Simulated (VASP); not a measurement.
Level of theory: PBE GGA, VASP's PBE PAW potentials (set 64) (plane waves; VASP).

VASP ran on this input.

### KPOINTS
```
Automatic mesh
0
Gamma
6 6 3
0 0 0
```

**INCAR**
```
SIGMA = 0.05   # width (eV)
LREAL = .FALSE.
LMAXMIX = 4   # l cut-off of mixed one-centre charges
EDIFFG = -0.02
EDIFF = 1E-6
LWAVE = .FALSE.
GGA = PE   # PBE
ALGO = Normal
SYSTEM = ZnS
NELM = 100   # most electronic steps
LASPH = .TRUE.
LCHARG = .FALSE.
ENCUT = 480
IBRION = 2   # conjugate gradients
ISMEAR = 0   # Gaussian
ISIF = 3   # ions, shape and volume
PREC = Accurate
NSW = 60
```

### POSCAR
```
ZnS
1
    3.8471930359     0.0000000000     0.0000000000
   -1.9235965180     3.3317664049     0.0000000000
    0.0000000000    -0.0000000000     6.3047121718
Zn S
2 2
Direct
  0.3333330000   0.6666670000   0.0002199337
  0.6666670000   0.3333330000   0.5002199337
  0.3333330000   0.6666670000   0.3747800663
  0.6666670000   0.3333330000   0.8747800663
```

POTCAR, in this order: Zn S (PBE.64 set). Program: vasp_std.

The resulting files:

### OSZICAR
```
       N       E                     dE             d eps       ncg     rms          rms(c)
DAV:   1     0.230875094481E+03    0.23088E+03   -0.17141E+04   616   0.187E+03
DAV:   2     0.706755563298E+01   -0.22381E+03   -0.21815E+03   652   0.368E+02
DAV:   3    -0.140719668923E+02   -0.21140E+02   -0.21022E+02   748   0.116E+02
DAV:   4    -0.145357921233E+02   -0.46383E+00   -0.46344E+00   718   0.179E+01
DAV:   5    -0.145451003370E+02   -0.93082E-02   -0.93070E-02   768   0.245E+00    0.961E+00
DAV:   6    -0.136711515124E+02    0.87395E+00   -0.20180E+00   976   0.429E+01    0.750E+00
DAV:   7    -0.137047881979E+02   -0.33637E-01   -0.19440E+00   664   0.800E+00    0.327E+00
DAV:   8    -0.136872188542E+02    0.17569E-01   -0.12479E-01   856   0.476E+00    0.110E+00
DAV:   9    -0.136880219942E+02   -0.80314E-03   -0.19483E-02   824   0.263E+00    0.280E-01
DAV:  10    -0.136881933219E+02   -0.17133E-03   -0.15102E-03   724   0.417E-01    0.176E-01
DAV:  11    -0.136884387087E+02   -0.24539E-03   -0.32026E-04   718   0.120E-01    0.818E-02
DAV:  12    -0.136884455634E+02   -0.68548E-05   -0.21209E-05   866   0.608E-02    0.138E-02
DAV:  13    -0.136884477026E+02   -0.21392E-05   -0.31554E-06   608   0.152E-02    0.872E-03
DAV:  14    -0.136884482171E+02   -0.51440E-06   -0.11209E-06   592   0.119E-02
   1 F= -.13688448E+02 E0= -.13688448E+02  d E =-.136884E+02
```

**OUTCAR**
```
------------------------ aborting loop because EDIFF is reached ----------------------------------------
  FORCE on cell =-STRESS in cart. coord.  units (eV):
  Direction    XX          YY          ZZ          XY          YZ          ZX
  --------------------------------------------------------------------------------------
  Total        0.0183147      0.0183147      0.0494170     -0.0000000      0.0000000      0.0000000
  in kB        0.3631001      0.3631000      0.9797227     -0.0000000      0.0000000      0.0000000
  external PRESSURE =       0.5686410 kB  Pullay stress =       0.0000000 kB
  volume of cell :       80.81
      direct lattice vectors                 reciprocal lattice vectors
     3.847193036  0.000000000  0.000000000     0.259929770  0.150070545  0.000000000
    -1.923596518  3.331766405  0.000000000     0.000000000  0.300141090  0.000000000
     0.000000000  0.000000000  6.304712172     0.000000000  0.000000000  0.158611523
  FREE ENERGIE OF THE ION-ELECTRON SYSTEM (eV)
  ---------------------------------------------------
  free  energy   TOTEN  =       -13.6884482171 eV

  energy  without entropy=      -13.6884482171  energy(sigma->0) =      -13.68844822

 reached required accuracy - stopping structural energy minimisation
```
(Selected blocks of OUTCAR.)

The structure comes from a computed database's ZnS entry (P6_3mc); how it stands against other phases isn't given here. It was relaxed first. The start is the result of an earlier pass.
